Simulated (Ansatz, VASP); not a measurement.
# NiO: VASP beside Ansatz

One calculation is typed for both programs; each brings its own data sets. How far apart do they land? The cell is taken from a series of runs on this material, whose earlier steps may have relaxed, scaled, displaced or heated it; both programs get it as it stands.

Calculated with Ansatz 0.2.0; plane waves, with VASP 6.6.1 beside it; zone-centre phonons at PBEsol, DFT+U.

**1. The structure**

It takes space group Fm-3m (No. 225, cubic). The conventional cell has a = 4.172 Å, b = 4.172 Å, c = 4.172 Å, α = 90.00°, β = 90.00°, γ = 90.00°. Ni has 6 O at 2.09 Å nearest. Nearest to O lie 6 Ni at 2.09 Å. Farther neighbours and most contacts between anions are not listed.

**2. Ansatz: zone-centre phonons, PBEsol, DFT+U**

Ansatz runs on its default PAW (the set named soft_2) files.

Second derivatives magnify differences that forces hide, and they need a tight electronic threshold.

Contents of input.yaml:

```yaml
crystal:
  lattice:
    - [0.0, 2.0859016414, 2.0859016414]
    - [2.0859016414, 0.0, 2.0859016414]
    - [2.0859016414, 2.0859016414, 0.0]
  atoms:
    - { symbol: Ni, position: [0.0, 0.0, 0.0], spin: 1.88 }
    - { symbol: O, position: [0.5, 0.5, 0.5], spin: 0.24 }
kpoints:
  mp_grid: { grid: [10, 10, 10] }
hamiltonian:
  xc: pbesol
  hubbard: { sites: [{ species: Ni, l: d, u_eff: 6.2 }] }
scf:
  occupations: { method: gaussian, width: 0.02 }
  convergence: { dr2_threshold: 1.0e-10 }
output:
  eigenvalues: true
  populations: true
magnetization:
  spin_polarized: true
phonons:
  method: dfpt
  dielectric: true
  rigid_motions: translations
```

On the command line:

```sh
$ ansatz run input.yaml --threads 4 --pin off --max-ram 7168MiB --backend cpu --events-out ev --progress --plain --runs-dir out
```

Numbers of over 12 decimals in the logs are rounded to 6 here.

The program printed:

```text
Ni: projections on atomic orbitals take those of the free atom [Ne] 3s2 3p6 3d8 4s2, of charge +0.00 (hamiltonian.pseudopotentials.projection_atoms); the dataset's partial waves leave at most 1.6e-6 of an orbital's norm unspanned inside its sphere
O: projections on atomic orbitals take those of the free atom [He] 2s2 2p4, of charge +0.00 (hamiltonian.pseudopotentials.projection_atoms); the dataset's partial waves leave at most 1.9e-8 of an orbital's norm unspanned inside its sphere
Engine: ansatz 0.2.0, aarch64-unknown-linux-gnu
Pseudopotentials: kind: paw
Pseudopotential: Ni, paw, valence charge 18, recommended cutoff 420 eV (normal), Ni.paw.azcp
Pseudopotential: O, paw, valence charge 6, recommended cutoff 420 eV (normal), O.paw.azcp
Functional definition: PBEsol
  exchange = pbesol_x
  correlation = pbesol_c
Crystal: 2 atoms, lattice volume = 18.151 Å³
Basis set: ecut = 420 eV, 339 PW (Γ), exchange–correlation on 40×40×40 points (8 copies of the dense FFT grid, shifted against one another)
Bands: 18, of which v1, the nominal top of the filled ones, is band 12 counted from 1 (11 counted from 0)
Symmetry: 48 space group operations
Space group: Fm-3m (ITA 225), of the structure as read, at distance tolerance 2.6e-5 Å
Magnetic group: BNS 225.116 (UNI 1618), of the structure as read, at distance tolerance 2.6e-5 Å
k-points: 47 of 1000
Non-local potential: Ni, projectors of the file, l = 0: 3, l = 1: 2, l = 2: 3, l = 3: 1
Non-local potential: O, projectors of the file, l = 0: 2, l = 1: 2, l = 2: 1
PAW form: soft (Blöchl's): semilocal exchange-correlation on the pseudo side does not see the compensation charge
PAW frozen core: Ni, regenerated for the run's functional, and the local potential with it (the file was generated under x = pbe(κ = 0.804, μ = 0.219515), c = pbe(β = 0.066725))
PAW frozen core: O, regenerated for the run's functional, and the local potential with it (the file was generated under x = pbe(κ = 0.804, μ = 0.219515), c = pbe(β = 0.066725))
PAW one-centre angular grid: Ni, 590 points (default); XC on 64 Gauss nodes
PAW one-centre angular grid: O, 110 points (default); XC on 64 Gauss nodes
Initial density: superposition of atomic densities (chi_scale 0.1, normalization cell, long waves kept (reshape's long-wave potential 0.00 eV rms))
Starting moments: Σ|m| = 2.12 μB on 2 of 2 sites
Initial wavefunctions: pseudopotential atomic-orbital guess
Functional: x = pbesol(κ = 0.804, μ = 0.123457), c = pbesol(β = 0.046)
SCF 1 converged in 16 iterations: F = -6363.182237 eV  dr2 = 5.51e-14
  greatest PAW one-centre occupation: 1.002 electrons in one spin orbital (limit 2), on the Ni atom at site 0 (counted from 0), in its partial waves of l = 1
Symmetry: 8 space group operations
k-points: 144 of 1000
Initial density: read from a saved state, or passed on in memory by an earlier SCF of this step, an earlier step, the calling program or the single point that the run made first
Starting moments: Σ|m| = 2.12 μB on 2 of 2 sites; this step starts from the density that it was given
Initial wavefunctions: those read from a saved state, or passed on in memory by an earlier step or the calling program
a single point of the input's cell can leave the moments in the input for a lower state (scf.lower_state_search): this run first made a single point of its cell. This run's own SCFs start from the density of the state that the single point found, with the moments in the input. The single point stayed on the moments in the input.
k-points: 102 of 1000 (irreducible under 8 space group operations, time reversal used)
iter 1 solved again at ethr=4.03e-9 eV; its pass at ethr=3.10e-3 eV (dr2=9.68e-7 eV) is discarded
SCF iter   1: F=—  HF=-6363.182237 eV  |F-HF|=—  |Δ(HF+E_count)|=         —  Δρ=1.84e-7 (↑9.58e-8 ↓1.84e-7)  dr2=8.60e-12  dr2_m=7.95e-13  M=2.000 μB ∫|m|=2.007 μB  β_m=0.30  ethr=4.03e-9  ⟨swp⟩=3.9  Hψ=28000  notcnv=0
eigensolver tolerance schedule: the retry pair's looser diagonalisation over-reported the residual by 112506.43 of it (diagonalisation noise at 0.17 of the residual, at the tolerance the schedule requests for it); recorded, not acted on — ethr = c·dr2/N_el stays at c = 1.0e-1
preconditioner: auto → none  [insulator: Δε(μ)=1.990 eV  Ē_g=18.118 eV  σ=0.020 eV  W_gap=1.00  n_scr=8 (ndim 8)  ℏωp=34.9 eV  f_vac=0.000  D(μ)=0.00/eV (n_scr^D=0)  ε∞_Penn≈4.7]
SCF iter   2: F=-6363.182237 eV  HF=-6363.182237 eV  |F-HF|=8.19e-12  |Δ(HF+E_count)|=   2.63e-9  Δρ=1.70e-7 (↑8.47e-8 ↓1.70e-7)  dr2=9.20e-12  dr2_m=3.90e-13  M=2.000 μB ∫|m|=2.007 μB  ethr=1.00e-12  ⟨swp⟩=7.7  Hψ=19316  notcnv=0
SCF 2 converged in 2 iterations: F = -6363.182237 eV  dr2 = 9.20e-12
NSCF: frozen V_eff on 2 k-points
DFPT response loops at Γ: preconditioner auto → none (the input reference at scf.mixing.eps_inf says where Resta's filter doesn't serve); β = 0.30; Broyden in place of MSR1
── the response to a field inside a basis, on 10×10×10 k-points: an SCF that follows is theirs, and a resumed run solves both again ──
Bands: 14, of which v1, the nominal top of the filled ones, is band 12 counted from 1 (11 counted from 0)
k-points: 110 of 1000 (irreducible under 12 space group operations)
Initial density: handed on by an earlier stage of this run
Initial wavefunctions: pseudopotential atomic-orbital guess (no wavefunctions were taken with the density)
Eigensolver: Dense (220 Hₖ)
SCF iter   1: F=—  HF=-6363.187469 eV  |F-HF|=—  |Δ(HF+E_count)|=         —  Δρ=5.04e-4 (↑5.04e-4 ↓4.70e-4)  dr2=2.96e-5  dr2_m=2.51e-6  M=2.000 μB ∫|m|=2.007 μB  β_m=0.30  ethr=1.00e-1
preconditioner: auto → none  [insulator: Δε(μ)=2.106 eV  Ē_g=11.475 eV  σ=0.020 eV  W_gap=1.00  n_scr=8 (ndim 8)  ℏωp=34.9 eV  f_vac=0.000  D(μ)=0.00/eV (n_scr^D=0)  ε∞_Penn≈10.2]
SCF iter   2: F=—  HF=-6363.187453 eV  |F-HF|=—  |Δ(HF+E_count)|=   1.61e-5  Δρ=4.27e-4 (↑4.27e-4 ↓4.08e-4)  dr2=4.39e-5  dr2_m=1.09e-6  M=2.000 μB ∫|m|=2.007 μB  β_m=0.53  ethr=1.23e-7
SCF iter   3: F=—  HF=-6363.187476 eV  |F-HF|=—  |Δ(HF+E_count)|=   2.24e-5  Δρ=5.01e-4 (↑2.92e-4 ↓5.01e-4)  dr2=8.05e-5  dr2_m=2.33e-6  M=2.000 μB ∫|m|=2.007 μB  β_m=0.42  ethr=1.23e-7
SCF iter   4: F=—  HF=-6363.187452 eV  |F-HF|=—  |Δ(HF+E_count)|=   2.32e-5  Δρ=4.36e-5 (↑4.36e-5 ↓3.16e-5)  dr2=2.19e-7  dr2_m=7.60e-8  M=2.000 μB ∫|m|=2.007 μB  β_m=0.47  ethr=1.23e-7
SCF iter   5: F=—  HF=-6363.187453 eV  |F-HF|=—  |Δ(HF+E_count)|=   1.17e-7  Δρ=2.01e-5 (↑2.01e-5 ↓1.81e-5)  dr2=4.66e-8  dr2_m=3.30e-8  M=2.000 μB ∫|m|=2.007 μB  β_m=0.63  ethr=9.13e-10
SCF iter   6: F=—  HF=-6363.187453 eV  |F-HF|=—  |Δ(HF+E_count)|=   3.38e-8  Δρ=3.98e-6 (↑1.24e-6 ↓3.98e-6)  dr2=9.57e-10  dr2_m=9.17e-10  M=2.000 μB ∫|m|=2.007 μB  β_m=0.81  ethr=1.94e-10
SCF iter   7: F=—  HF=-6363.187453 eV  |F-HF|=—  |Δ(HF+E_count)|=  3.33e-10  Δρ=1.65e-6 (↑2.60e-7 ↓1.65e-6)  dr2=3.59e-10  dr2_m=1.18e-10  M=2.000 μB ∫|m|=2.007 μB  β_m=0.91  ethr=3.99e-12
SCF iter   8: F=-6363.187453 eV  HF=-6363.187453 eV  |F-HF|=2.73e-12  |Δ(HF+E_count)|=  2.64e-11  Δρ=9.34e-8 (↑9.34e-8 ↓6.84e-8)  dr2=1.05e-13  dr2_m=1.08e-12  M=2.000 μB ∫|m|=2.007 μB  ethr=1.49e-12
SCF 1 converged in 8 iterations: F = -6363.187453 eV  dr2 = 1.05e-13
DFPT response loops at Γ: mixed as the last ones told, above
SCF converged after 2 iterations
Magnetization: 2.0000 μB (13.0000 up, 11.0000 down)
Absolute magnetization: 2.0059 μB (∫|ρ↑−ρ↓|, with the PAW one-centre terms)
Spin contamination: 0.0016 ħ² per cell (⟨S²⟩ above its minimum at these occupations)
Per-site moments (μB) at R_I (Å): [(1.710125, 0.860434), (0.216247, 0.860434)]
Free energy (F): -6363.182237 eV
Harris-Foulkes:  -6363.182237 eV  (|F-HF|=8.19e-12)
Internal energy: -6363.182237 eV  (E = F + TS)
E sigma→0 (E₀):  -6363.182237 eV
Fermi energy:    14.668720 eV
--- Per-component energies (eV) ---
  E_band       = -357.429270
  E_kinetic    = 449.763175
  E_local      = -3978.717029  (includes V_loc(G=0)·N_el)
  E_nonlocal   = 691.079973
  E_hartree    = 1631.427543
  E_xc         = -154.759097
  E_vxc        = -199.467954  (∫ρ·V_xc dr)
  E_hubbard    = 0.799651  (on-site DFT+U / exact-exchange correction)
  E_vhub       = -24.001792  (the Hubbard potential's part of the band-sum identity)
  E_paw        = -1748.213291  (= ΣΔE_a)
  E_vpaw       = -558.943994  (= ΣTr[D̂ρ^β])
  E_aug_tail   = 0.003169  (compensation charges beyond the density's cutoff)
  E_ewald      = -3254.798910
  E_core_change = 0.232577  (= ΣΔE_core)
  E_smearing   = -0.000000  (= −TS)
  E_closure    = -0.000000  (closes the sum)
  Σ components = -6363.182237   (vs F -6363.182237, Δ=0.00e0)
--- Band table (eV; the first three rows and the last of 204) ---
  k-point 0 ↑: bands = [... 8 lower, 8.0285, 8.0285, 11.8477, 11.8477, 11.8477, 15.8734, 31.8754, 32.9397, ... 2 higher]
  k-point 1 ↑: bands = [... 8 lower, 8.0657, 8.0657, 11.2614, 12.0606, 12.0606, 16.6242, 29.7998, 32.5741, ... 2 higher]
  k-point 2 ↑: bands = [... 8 lower, 8.2103, 8.2103, 10.4494, 12.5603, 12.5603, 18.0249, 27.3585, 31.2060, ... 2 higher]
  k-point 101 ↓: bands = [... 8 lower, 10.1979, 10.8044, 10.9990, 16.4161, 16.9017, 22.9844, 25.2802, 25.4826, ... 2 higher]
Occupation matrices written to <dir>
--- Phonons (Γ-DFPT): 2 representative perturbations + reference, on 102 of 1000 k-points (Σ response iterations 20) ---
  k mesh reduced under 8 symmetry operations, with k and −k counted as one. Each operation leaves every solved perturbation unchanged. A smaller set is not considered because the run has a Hubbard term
  ASR residual: 1.708e-4 → 0.000e0 eV/Å²; symmetrization residual: 6.221e-7 eV/Å²
  ASR residual per site (eV/Å²): 8.67e-5 1.71e-4
  Γ frequencies (cm⁻¹): 0.00 0.00 0.00 340.09 340.09 340.09
  ε∞ (high-frequency dielectric tensor):
        5.369959     0.000000     0.000000
        0.000000     5.369959    -0.000000
        0.000000    -0.000000     5.369959
  ε⁰ (static dielectric tensor: ions relaxed, cell fixed):
       15.720276    -0.000000    -0.000000
       -0.000000    15.720276    -0.000000
       -0.000000    -0.000000    15.720276
  ε⁰ − ε∞ (ionic part):
       10.350318    -0.000000    -0.000000
       -0.000000    10.350318    -0.000000
       -0.000000    -0.000000    10.350318
  softest optical mode at Γ: 340.09 cm⁻¹; the repairs (sum rule, projections) moved no ω² at Γ by more than (1.72 cm⁻¹)²
  Born effective charges Z* (e; rows j = field, columns β = displacement):
    site 0:
         2.35620   -0.00000    0.00000
        -0.00000    2.35620    0.00000
        -0.00000   -0.00000    2.35620
    site 1:
        -2.35620    0.00000   -0.00000
         0.00000   -2.35620   -0.00000
         0.00000    0.00000   -2.35620
  Z* charge neutrality: 4.329e-5 e pre-enforcement
  solved inside a basis spanned on kpoints, on 10×10×10 k-points, its susceptibility summed on 14×14×14: ε∞ is read to err by 1.3e-2, Z* by 1.9e-2 e (field_mesh: kpoints solves on kpoints); Z* is corrected for what the basis lacks
  optical modes at Γ without the LO–TO term, one row a degenerate level:
      ω (cm⁻¹)  modes    IR ((D/Å)²/amu)
        340.09      3            30.5636
  optical modes at Γ + LO–TO along q̂ = [1.0000, 0.0000, 0.0000]:
      ω (cm⁻¹)  modes    IR ((D/Å)²/amu)
        340.09      2            20.3757
        581.88      1            10.1879
  optical modes at Γ + LO–TO along q̂ = [0.0000, 1.0000, 0.0000]:
      ω (cm⁻¹)  modes    IR ((D/Å)²/amu)
        340.09      2            20.3757
        581.88      1            10.1879
  optical modes at Γ + LO–TO along q̂ = [0.0000, 0.0000, 1.0000]:
      ω (cm⁻¹)  modes    IR ((D/Å)²/amu)
        340.09      2            20.3757
        581.88      1            10.1879
--- Löwdin populations: 2 sites ---
  site symbol       q [e]    m [muB]
     0     Ni     16.8027     1.7117
     1      O      7.0693     0.2838
  spilling = 0.005332 (of n_electrons = 24.000000)
```

[end of part 1 of 2]

[Lines on the potential files, build, host, timing and source positions are cut from VASP's logs without a mark.]

[Logs are printed without paths, hosts, clocks, repeated set-up lines and the standing remarks that a program may print on its own settings, such as how far it seeks lower states.]

[Hosts, paths, dates, database ids (printed as entryN), source tags and the programs' standing remarks are cut or masked in the printed files.]
